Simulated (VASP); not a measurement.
Input:

```xyz
2
Lattice="3.6584 -1.8729 -0.0025 3.6584 1.8729 -0.0025 2.7017 0.0000 3.0971" Properties=species:S:1:pos:R:3 pbc="T T T"
As     2.2744     0.0000     0.7020
As     7.7439     0.0000     2.3902
```

These are PW91 GGA, VASP's PBE PAW potentials (set 64) (plane waves; VASP) values and carry that method's errors. Run with 520 eV cut-off, 12×12×12 Γ-centred mesh, first-order Methfessel-Paxton smearing of 0.10 eV, potentials As.

The ions and cell shape at fixed volume are relaxed. Give the cell that the relaxation ends in.

```xyz
2
Lattice="3.5712 -1.8991 -0.0452 3.5712 1.8991 -0.0452 2.6011 0.0000 3.0978" Properties=species:S:1:pos:R:3 pbc="T T T"
As     2.2410     0.0000     0.6917
As     7.5024     0.0000     2.3156
```
Space group R-3m (166), at a tolerance of 0.03 Å.

How much energy does the relaxation gain?

The energy (σ→0) changes by -8.9 meV/atom, in 5 ionic steps.

```
step  E(σ→0) (eV)  max force (eV/Å)  pressure (GPa)  volume (Å³)
----  -----------  ----------------  --------------  -----------
1         -9.3412             0.408            4.92        42.47
2         -9.3534             0.084            3.74        42.47
3         -9.3550             0.079            3.14        42.47
4         -9.3580             0.040            2.90        42.47
5         -9.3589             0.010            2.70        42.47
```

The compound is As in the a7 structure. This cell is one point of a volume scan, at 0.94 of the reference volume. Symmetry was kept, so distortions that lower it aren't found.
